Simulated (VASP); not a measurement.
Consider the following.

```yaml
crystal:
  lattice:
    - [0.00000, 2.90044, 2.90044]
    - [2.90044, 0.00000, 2.90044]
    - [11.74947, 11.74947, -0.14772]
  atoms:
    - { symbol: Cd, position: [0.01136, 0.01136, 0.99148] }
    - { symbol: Te, position: [0.21312, 0.21312, 0.09016] }
    - { symbol: Te, position: [0.23698, 0.23698, 0.32227] }
    - { symbol: Te, position: [0.25839, 0.25839, 0.55621] }
    - { symbol: Te, position: [0.28116, 0.28116, 0.78913] }
    - { symbol: Be, position: [0.97798, 0.97798, 0.26651] }
    - { symbol: Be, position: [0.99988, 0.99988, 0.50009] }
    - { symbol: Be, position: [0.02113, 0.02113, 0.73415] }
```

Level of theory: PBEsol GGA, VASP's PBE PAW potentials (set 64) (plane waves; VASP). Settings: 400 eV cut-off, 7×7×2 Γ-centred mesh, tetrahedra with Blöchl corrections, potentials Cd Te Be.

The cores are frozen, which limits the accuracy of field gradients.

Question: Give the principal components of the electric field gradient (V/Å²) and the asymmetry η at each nucleus.

Answer: 
```
atom    Vxx    Vyy    Vzz     η
----  -----  -----  -----  ----
Cd1    10.3   10.3  -20.6  0.00
Te2   -81.7  -81.7  163.4  0.00
Te3    15.6   15.6  -31.2  0.00
Te4    17.3   17.3  -34.5  0.00
Te5   -20.6  -20.6   41.2  0.00
Be6     0.0    0.0    0.0     -
Be7     0.5    0.5   -1.0  0.00
Be8     0.5    0.5   -0.9  0.00
```

The structure was generated: Be3CdTe4 was put into an ordered model structure (R3m), which need not be its known phase. It was relaxed first.
